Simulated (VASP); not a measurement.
Level of theory: PBEsol GGA, VASP's PBE PAW potentials (set 64) (plane waves; VASP).

VASP ran on this input.

INCAR:
```
! general
SYSTEM = LiF
PREC   = Accurate
ENCUT  = 400
LREAL  = .FALSE.
LASPH  = .TRUE.

! electronic loop
EDIFF  = 1E-6
NELM   = 100
ALGO   = Normal

! smearing
ISMEAR = -1
SIGMA  = 0.02

! functional
GGA    = PS

! ions
ISIF   = 2

! output
LWAVE  = .FALSE.
LCHARG = .FALSE.
```

File POSCAR:
```
LiF
1
    0.0000000000     2.0150000000     2.0150000000
    2.0150000000     0.0000000000     2.0150000000
    2.0150000000     2.0150000000     0.0000000000
Li F
1 1
Direct
  0.0000000000   0.0000000000   0.0000000000
  0.5000000000   0.5000000000   0.5000000000
```

### KPOINTS
```
Automatic
0
gamma
7 7 7
```

POTCAR, in this order: Li_sv F (PBE.64 set). Program: vasp_std.

What VASP printed:

OSZICAR:
```
       N       E                     dE             d eps       ncg     rms          rms(c)
DAV:   1     0.237526890563E+02    0.23753E+02   -0.50745E+03   385   0.920E+02
DAV:   2    -0.950925357486E+01   -0.33262E+02   -0.32972E+02   397   0.180E+02
DAV:   3    -0.103174510815E+02   -0.80820E+00   -0.80656E+00   434   0.261E+01
DAV:   4    -0.103289703792E+02   -0.11519E-01   -0.11515E-01   505   0.304E+00
DAV:   5    -0.103291080256E+02   -0.13765E-03   -0.13757E-03   458   0.216E-01    0.393E+00
DAV:   6    -0.992136627101E+01    0.40774E+00   -0.19872E+00   370   0.107E+01    0.150E+00
DAV:   7    -0.991752419314E+01    0.38421E-02   -0.16035E-02   481   0.143E+00    0.891E-01
DAV:   8    -0.991962621076E+01   -0.21020E-02   -0.13594E-02   482   0.160E+00    0.950E-02
DAV:   9    -0.991972989051E+01   -0.10368E-03   -0.12516E-03   391   0.364E-01    0.443E-02
DAV:  10    -0.991976981704E+01   -0.39927E-04   -0.14762E-04   388   0.114E-01    0.730E-03
DAV:  11    -0.991976684643E+01    0.29706E-05   -0.44479E-06   477   0.246E-02    0.149E-03
DAV:  12    -0.991976677387E+01    0.72563E-07   -0.50412E-07   223   0.757E-03
   1 F= -.99197668E+01 E0= -.99197668E+01  d E =-.178738E-12
```

File OUTCAR:
```
------------------------ aborting loop because EDIFF is reached ----------------------------------------
  FORCE on cell =-STRESS in cart. coord.  units (eV):
  Direction    XX          YY          ZZ          XY          YZ          ZX
  --------------------------------------------------------------------------------------
  Total       -1.4156620     -1.4156620     -1.4156620      0.0000000      0.0000000     -0.0000000
  in kB     -138.6165276   -138.6165276   -138.6165276      0.0000000      0.0000000     -0.0000000
  external PRESSURE =    -138.6165276 kB  Pullay stress =       0.0000000 kB
  volume of cell :       16.36
      direct lattice vectors                 reciprocal lattice vectors
     0.000000000  2.015000000  2.015000000    -0.248138958  0.248138958  0.248138958
     2.015000000  0.000000000  2.015000000     0.248138958 -0.248138958  0.248138958
     2.015000000  2.015000000  0.000000000     0.248138958  0.248138958 -0.248138958
  FREE ENERGIE OF THE ION-ELECTRON SYSTEM (eV)
  ---------------------------------------------------
  free  energy   TOTEN  =        -9.9197667739 eV

  energy  without entropy=       -9.9197667739  energy(sigma->0) =       -9.91976677
```
(Selected blocks of OUTCAR.)

At this cut-off the stress carries a Pulay error, which pulls relaxed volumes low.

The structure is a typed LiF crystal (Fm-3m). The cell was not relaxed at this level. The run is one of a series of settings (GGA = PS against the base run), some of them coarse on purpose.
